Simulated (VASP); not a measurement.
Set up this calculation in VASP 6.6.1, as the native input.

| Item | Value |
| --- | --- |
| Task | relaxation of cell and atoms |
| Functional | PBE |
| Potentials or basis | VASP PAW PBE potentials, release 64 (Nb_sv, Si, O) |
| Cutoff | 520 eV |
| k mesh | 12 × 12 × 2 |
| Occupations | gaussian, width 0.1 eV |
| Spin | no spin polarisation |
| Further INCAR settings | ALGO = Normal; EDIFF = 1e-06; IBRION = 2; EDIFFG = -0.01; NSW = 90; ISIF = 3 |

The structure of Nb2SiO2 lies in POSCAR:

```
Nb2SiO2
1.0
    3.1001391100      0.0000000000      0.0000000000
   -1.5500695500      2.6847992200      0.0000000000
    0.0000000000      0.0000000000     16.1670000000
Nb Si O
4 2 4
Direct
    0.6666666700      0.3333333300      0.3681573600
    0.3333333300      0.6666666700      0.6318426400
    0.6666666700      0.3333333300      0.1318426400
    0.3333333300      0.6666666700      0.8681573600
    0.3333333300      0.6666666700      0.2500000000
    0.6666666700      0.3333333300      0.7500000000
    0.3333333300      0.6666666700      0.4312488400
    0.6666666700      0.3333333300      0.5687511600
    0.3333333300      0.6666666700      0.0687511600
    0.6666666700      0.3333333300      0.9312488400
```

The cell was built by a generator and needn't be a form met in nature.

One way to write it, as run:

INCAR

```
PREC = Accurate
ENCUT = 520
EDIFF = 1E-6
ISMEAR = 0
SIGMA = 0.1
LREAL = False
LASPH = True
NELM = 120
ALGO = Normal
ISIF = 3
LWAVE = False
LCHARG = False
GGA = PE
IBRION = 2
NSW = 90
EDIFFG = -0.01
KPAR = 4
```

KPOINTS

```
Automatic mesh
0
Gamma
  12 12 2
```

Potentials or basis: VASP PAW PBE potentials, release 64 (Nb_sv, Si, O).

Run with:

```console
$ cat potpaw_PBE.64/Nb_sv/POTCAR potpaw_PBE.64/Si/POTCAR potpaw_PBE.64/O/POTCAR > POTCAR
$ mpirun -np 4 vasp_std > vasp.out
```

It gave:

```
Relaxed volume                         : 14.38 Å³/atom
Relaxed cell                           : a = 3.020 Å, b = 3.020 Å, c = 18.214 Å, α = 90.00°, β = 90.00°, γ = 120.00°
Space group after relaxing (to 0.05 Å) : P6_3/mmc (No. 194)
Energy gained by relaxing              : 54.7 meV/atom
Ionic steps                            : 23
Pressure after relaxing                : 0.0 GPa
Largest force after relaxing           : 0.004 eV/Å
Band gap on the k mesh                 : none (metal or under the smearing width)
```

It took 22 min on 4 MPI ranks on Intel(R) Xeon(R) Platinum 8488C (Sapphire Rapids), on a shared host, peak memory 0.4 GiB a rank.
